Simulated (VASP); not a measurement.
# Si in VASP: further runs

One slab, Si, is run at these levels: PBEsol; tasks: work function.

All numbers are computed with VASP 6.6.1; they aren't measurements. Logs are shortened: lines on timing, memory, paths and dates and some standing lists are left out, and cuts for length are marked.

## 1. Starting point

The cell holds a slab with vacuum, 24 atoms: a = 7.675 Å, b = 3.838 Å, c = 25.125 Å, α = 90.00°, β = 90.00°, γ = 90.00°.

The slab is cut from a database's or a generator's crystal, which needn't be the stable form of the element.

## 2. Work function, PBEsol

File INCAR:

```
SYSTEM = Si
  PREC = Accurate
  ENCUT = 520
  EDIFF = 1E-7
  ISMEAR = 0
  SIGMA = 0.05
  LREAL = .False.
  LASPH = .True.
  NELM = 100
  ALGO = Normal
  ISIF = 2
  LWAVE = .False.
  LCHARG = .True.
  LDIPOL = .True.
  IDIPOL = 3
  DIPOL = 0.5 0.5 0.500
  GGA = PS
  LVHAR = .True.
  LVACPOTAV = .True.
  KPAR = 8
```

File KPOINTS:

```
regular mesh
0
Gamma
  4 6 1
  0 0 0
```

File POSCAR:

```
Si
1.0
    7.6751067090      0.0000000000      0.0000000000
    0.0000000000      3.8375533540      0.0000000000
    0.0000000000      0.0000000000     25.1245800017
Si
24
Direct
    0.5950000000      0.5000000000      0.2228892981
    0.2500000000      0.0000000000      0.3109926613
    0.0000000000      0.0000000000      0.2569905646
    0.5000000000      0.5000000000      0.4189968549
    0.2500000000      0.5000000000      0.3649947582
    0.2500000000      0.0000000000      0.5270010484
    0.5000000000      0.0000000000      0.4729989516
    0.5000000000      0.5000000000      0.6350052418
    0.2500000000      0.5000000000      0.5810031451
    0.2500000000      0.0000000000      0.7430094354
    0.0000000000      1.0000000000      0.6890073387
    0.3450000000      0.5000000000      0.8009916982
    0.9050000000      0.5000000000      0.1990083018
    0.7500000000      0.0000000000      0.3109926613
    0.5000000000      0.0000000000      0.2569905646
    1.0000000000      0.5000000000      0.4189968549
    0.7500000000      0.5000000000      0.3649947582
    0.7500000000      0.0000000000      0.5270010484
    1.0000000000      0.0000000000      0.4729989516
    1.0000000000      0.5000000000      0.6350052418
    0.7500000000      0.5000000000      0.5810031451
    0.7500000000      0.0000000000      0.7430094354
    0.5000000000      1.0000000000      0.6890073387
    0.6550000000      0.5000000000      0.7771107019
```

Potentials or basis: VASP PAW PBE potentials, release 64 (Si).

Started as:

```bash
$ cat potpaw_PBE.64/Si/POTCAR > POTCAR
$ mpirun -np 8 vasp_std > vasp.out
```

OUTCAR:

```text
SYSTEM = Si
   PREC = Accurate
   ENCUT = 520
   EDIFF = 1E-7
   ISMEAR = 0
   LREAL = .False.
   LASPH = .True.
   NELM = 100
   ISIF = 2
   GGA = PS

 ion  position               nearest neighbor table
   1  0.595  0.500  0.223-  15 2.22  15 2.22  13 2.45
   2  0.250  0.000  0.311-   3 2.35  15 2.35   5 2.35   5 2.35
   3  0.000  0.000  0.257-   2 2.35  14 2.35  13 2.52  13 2.52
   4  0.500  0.500  0.419-   7 2.35   7 2.35  17 2.35   5 2.35
   5  0.250  0.500  0.365-   4 2.35  16 2.35   2 2.35   2 2.35
   6  0.250  0.000  0.527-   9 2.35   9 2.35  19 2.35   7 2.35
   7  0.500  0.000  0.473-   4 2.35   4 2.35  18 2.35   6 2.35
   8  0.500  0.500  0.635-   9 2.35  21 2.35  23 2.35  23 2.35
   9  0.250  0.500  0.581-   6 2.35   6 2.35  20 2.35   8 2.35
  10  0.250  0.000  0.743-  11 2.35  23 2.35  12 2.52  12 2.52
  11  0.000  0.000  0.689-  10 2.35  22 2.35  20 2.35  20 2.35
  12  0.345  0.500  0.801-  24 2.45  10 2.52  10 2.52
  13  0.905  0.500  0.199-   1 2.45   3 2.52   3 2.52
  14  0.750  0.000  0.311-   3 2.35  15 2.35  17 2.35  17 2.35
  15  0.500  0.000  0.257-   1 2.22   1 2.22  14 2.35   2 2.35
  16  0.000  0.500  0.419-  19 2.35  19 2.35   5 2.35  17 2.35
  17  0.750  0.500  0.365-   4 2.35  16 2.35  14 2.35  14 2.35
  18  0.750  0.000  0.527-  21 2.35  21 2.35   7 2.35  19 2.35
  19  0.000  0.000  0.473-  16 2.35  16 2.35  18 2.35   6 2.35
  20  0.000  0.500  0.635-   9 2.35  21 2.35  11 2.35  11 2.35
  21  0.750  0.500  0.581-  18 2.35  18 2.35  20 2.35   8 2.35
  22  0.750  0.000  0.743-  24 2.22  24 2.22  11 2.35  23 2.35
  23  0.500  0.000  0.689-  10 2.35  22 2.35   8 2.35   8 2.35
  24  0.655  0.500  0.777-  22 2.22  22 2.22  12 2.45

  LATTYP: Found a simple orthorhombic cell.
 ALAT       =     3.8375533540
 B/A-ratio  =     2.0000000003
 C/A-ratio  =     6.5470307991

  Lattice vectors:

 A1 = (   0.0000000000,  -3.8375533540,   0.0000000000)
 A2 = (   7.6751067090,   0.0000000000,   0.0000000000)
 A3 = (   0.0000000000,   0.0000000000,  25.1245800017)

Analysis of symmetry for initial positions (statically):
=====================================================================
 Subroutine PRICEL returns:
 Original cell was already a primitive cell.

 Routine SETGRP: Setting up the symmetry group for a
 simple orthorhombic supercell.

 Subroutine GETGRP returns: Found  4 space group operations
 (whereof  2 operations were pure point group operations)
 out of a pool of  8 trial point group operations.

The static configuration has the point symmetry C_1h.
 The point group associated with its full space group is C_2h.

Analysis of symmetry for dynamics (positions and initial velocities):
=====================================================================
 Subroutine PRICEL returns:
 Original cell was already a primitive cell.

 Routine SETGRP: Setting up the symmetry group for a
 simple orthorhombic supercell.

 Subroutine GETGRP returns: Found  4 space group operations
 (whereof  2 operations were pure point group operations)
 out of a pool of  8 trial point group operations.

The dynamic configuration has the point symmetry C_1h.
 The point group associated with its full space group is C_2h.

 Subroutine INISYM returns: Found  4 space group operations
 (whereof  2 operations are pure point group operations),
 and found     1 'primitive' translations

----------------------------------------------------------------------------------------

                                     Primitive cell

  volume of cell :     740.0101

  direct lattice vectors                    reciprocal lattice vectors
     7.675106709  0.000000000  0.000000000     0.130291348  0.000000000  0.000000000
     0.000000000  3.837553354  0.000000000     0.000000000  0.260582696  0.000000000
     0.000000000  0.000000000 25.124580002     0.000000000  0.000000000  0.039801660

  length of vectors
     7.675106709  3.837553354 25.124580002     0.130291348  0.260582696  0.039801660

  position of ions in fractional coordinates (direct lattice)
     0.595000000  0.500000000  0.222889298
     0.250000000  0.000000000  0.310992661
     0.000000000  0.000000000  0.256990565
[... 56 lines left out ...]

 Generating k-lattice:

  Cartesian coordinates                     Fractional coordinates (reciprocal lattice)
     0.032572837  0.000000000  0.000000000     0.250000000  0.000000000  0.000000000
     0.000000000  0.043430449  0.000000000     0.000000000  0.166666667  0.000000000
     0.000000000  0.000000000  0.039801660     0.000000000  0.000000000  1.000000000

  Length of vectors
     0.032572837  0.043430449  0.039801660

  Shift w.r.t. Gamma in fractional coordinates (k-lattice)
     0.000000000  0.000000000  0.000000000

 Subroutine IBZKPT returns following result:
 ===========================================

 Found     12 irreducible k-points:

 Following reciprocal coordinates:
            Coordinates               Weight
  0.000000  0.000000  0.000000      1.000000
  0.250000  0.000000  0.000000      2.000000
  0.500000  0.000000  0.000000      1.000000
  0.000000  0.166667  0.000000      2.000000
  0.250000  0.166667  0.000000      4.000000
  0.500000  0.166667  0.000000      2.000000
  0.000000  0.333333  0.000000      2.000000
  0.250000  0.333333  0.000000      4.000000
  0.500000  0.333333  0.000000      2.000000
  0.000000  0.500000  0.000000      1.000000
  0.250000  0.500000  0.000000      2.000000
  0.500000  0.500000  0.000000      1.000000
   k-points           NKPTS =     12   k-points in BZ     NKDIM =     12   number of bands    NBANDS=     61
   number of dos      NEDOS =    301   number of ions     NIONS =     24
   total plane-waves  NPLWV = 345600
   dimension x,y,z NGX =    60 NGY =   30 NGZ =  192
   dimension x,y,z NGXF=   120 NGYF=   60 NGZF=  384
   ions per type =              24
   NGX,Y,Z   is equivalent  to a cutoff of  13.00, 13.00, 12.70 a.u.
   NGXF,Y,Z  is equivalent  to a cutoff of  25.99, 25.99, 25.41 a.u.
 SYSTEM =  Si
   PREC   = accura    normal or accurate (medium, high low for compatibility)
   ISTART =      0    job   : 0-new  1-cont  2-samecut
   ICHARG =      2    charge: 1-file 2-atom 10-const
   ISPIN  =      1    spin polarized calculation?
   LNONCOLLINEAR =      F non collinear calculations
   LSORBIT =      F    spin-orbit coupling
   LASPH  =      T    aspherical Exc in radial PAW
   ENCUT  =  520.0 eV  38.22 Ry    6.18 a.u.  14.27  7.14 46.72*2*pi/ulx,y,z
   NELM   =    100;   NELMIN=  2; NELMDL= -5     # of ELM steps
   EDIFF  = 0.1E-06   stopping-criterion for ELM
   LREAL  =      F    real-space projection
   EDIFFG = 0.1E-05   stopping-criterion for IOM
   NSW    =      0    number of steps for IOM
   IBRION =     -1    ionic relax: 0-MD 1-quasi-New 2-CG
   NFREE  =      0    steps in history (QN), initial steepest desc. (CG)
   ISIF   =      2    stress and relaxation
   ISYM   =      2    0-nonsym 1-usesym 2-fastsym
   POTIM  = 0.5000    time-step for ionic-motion
   TEBEG  =    0.0;   TEEND  =   0.0 temperature during run
   PSTRESS=    0.0 pullay stress
   NELECT =      96.0000    total number of electrons
   NUPDOWN=      -1.0000    fix difference up-down
   EMIN   =  10.00;   EMAX   =-10.00  energy-range for DOS
   EFERMI =   0.00;   METHOD = LEGACY
   ISMEAR =     0;   SIGMA  =   0.05  broadening in eV -4-tet -1-fermi 0-gaus
   EFERMI_NEDOS =   21; number of points for ismear=-14 and -15
   IALGO  =     38    algorithm
   IMIX   =      4    mixing-type and parameters
     AMIX     =   0.40;   BMIX     =  1.00
     AMIX_MAG =   1.60;   BMIX_MAG =  1.00
  volume/ion in A,a.u.               =      30.83       208.08
  Fermi-wavevector in a.u.,A,eV,Ry     =   0.828742  1.566095  9.344663  0.686813
  Thomas-Fermi vector in A             =   1.941170
   LORBIT       =      0    0 simple, 1 ext, 2 COOP (PROOUT), +10 PAW based schemes
   GGA     = PS    functional components
   LHFCALC =     F    Hartree Fock is set to
   AEXX    =    0.0000 exact exchange contribution
   IVDW    =     0    specifies the selected vdW correction
   LEPSILON=     F    determine dielectric tensor
   LRPA    =     F    only Hartree local field effects (RPA)
 non-spin polarized calculation
 Gauss-broadening in eV      SIGMA  =   0.05
  energy-cutoff  :      520.00
  volume of cell :      740.01
 maximum number of plane-waves:     20002
 NGX is ok and might be reduce to    60
   NGX = 29   NGY = 15   NGZ = 93

 dipolmoment           0.000000      0.000000      0.000000 electrons x Angstroem

 number of electron      96.0000000 magnetization

 dipolmoment           0.000000      0.000000     -0.000000 electrons x Angstroem

 Free energy of the ion-electron system (eV)
  ---------------------------------------------------
  ext. energy  EPLUGINS =         0.00000000
  ---------------------------------------------------
  free energy    TOTEN  =      -131.61899290 eV

  energy without entropy =     -131.60794086  energy(sigma->0) =     -131.61346688

 E-fermi :   2.1510     XC(G=0):  -6.7864

 val. band max:        2.1482835773   @ k =   0.2500   0.0000   0.0000
 cond. band min:       2.2014111299   @ k =   0.2500   0.3333   0.0000
 fundamental gap:      0.0531275526
 Fermi energy:         2.1510492048

 k-point     1 :       0.0000    0.0000    0.0000
  band No.  band energies     occupation
      1      -9.9110      2.00000
      2      -9.7392      2.00000
      3      -9.2767      2.00000
      4      -8.5931      2.00000
      5      -7.9792      2.00000
      6      -7.8181      2.00000
[... 745 lines left out ...]
     59       4.3486      0.00000
     60       4.6483      0.00000
 [bands above 60 left out]

------------------------ aborting loop because EDIFF is reached ----------------------------------------

  FORCE on cell =-STRESS in cart. coord.  units (eV):
  Direction    XX          YY          ZZ          XY          YZ          ZX
  --------------------------------------------------------------------------------------
  -------------------------------------------------------------------------------------
  Total       -4.5876463      4.6330932     -1.5696828      0.0000000      0.0000000     -3.4608970
  in kB       -9.9325978     10.0309938     -3.3984809      0.0000000      0.0000000     -7.4931012
  external PRESSURE =      -1.1000283 kB  Pullay stress =       0.0000000 kB

 VOLUME and BASIS-vectors are now :
 -----------------------------------------------------------------------------
  energy-cutoff  :      520.00
  volume of cell :      740.01
      direct lattice vectors                 reciprocal lattice vectors
     7.675106709  0.000000000  0.000000000     0.130291348  0.000000000  0.000000000
     0.000000000  3.837553354  0.000000000     0.000000000  0.260582696  0.000000000
     0.000000000  0.000000000 25.124580002     0.000000000  0.000000000  0.039801660

 POSITION                                       TOTAL-FORCE (eV/Angst)
 -----------------------------------------------------------------------------------
      4.56669      1.91878      5.60000         1.745335      0.000000     -0.711753
      1.91878      0.00000      7.81356        -0.160199      0.000000     -0.330577
      0.00000      0.00000      6.45678        -1.087862      0.000000     -1.197326
      3.83755      1.91878     10.52712         0.080904      0.000000      0.035620
      1.91878      1.91878      9.17034         0.006778      0.000000     -0.023214
      1.91878      0.00000     13.24068        -0.054374      0.000000     -0.009270
[... 16 lines left out ...]
      3.83755      0.00000     17.31102        -0.456799      0.000000     -0.210862
      5.02719      1.91878     19.52458        -1.745335      0.000000      0.711753
 -----------------------------------------------------------------------------------
    total drift:                               -0.000000      0.000000      0.000000

  FREE ENERGIE OF THE ION-ELECTRON SYSTEM (eV)
  ---------------------------------------------------
  free  energy   TOTEN  =      -131.6189929006 eV

  energy  without entropy=     -131.6079408578  energy(sigma->0) =     -131.61346688

 vacuum level on the upper side and lower side of the slab         6.908         6.908
```

Run time: 4 min. Hardware: 8 MPI ranks of Intel Xeon Platinum 8488C (Sapphire Rapids), shared host; peak memory 0.86 GiB.

Results:

```yaml
Free_energy: -131.6190 eV
Largest_force: 1.885 eV/Å
Band_gap_on_the_k_mesh: none (metal or under the smearing width)
Work_function_of_the_upper_face: 4.76 eV
Work_function_of_the_lower_face: 4.76 eV
```

Forces on the atoms (eV/Å):
```
Si   1.745  0.000 -0.712
Si  -0.160  0.000 -0.331
Si  -1.088  0.000 -1.197
Si   0.081  0.000  0.036
Si   0.007  0.000 -0.023
Si  -0.054  0.000 -0.009
Si  -0.077  0.000  0.041
Si   0.127  0.000 -0.070
Si   0.067  0.000  0.024
Si   1.088  0.000  1.197
Si   0.160  0.000  0.331
Si  -0.165  0.000 -1.289
Si   0.165  0.000  1.289
Si   0.457  0.000  0.211
Si  -0.989  0.000  0.595
Si  -0.067  0.000 -0.024
Si  -0.127  0.000  0.070
Si   0.077  0.000 -0.041
Si   0.054  0.000  0.009
Si  -0.007  0.000  0.023
Si  -0.081  0.000 -0.036
Si   0.989  0.000 -0.595
Si  -0.457  0.000 -0.211
Si  -1.745  0.000  0.712
```

Caveat: the PAW data sets were made with another functional, which shifts forces and pressure a little.

[end of part 1 of 2]
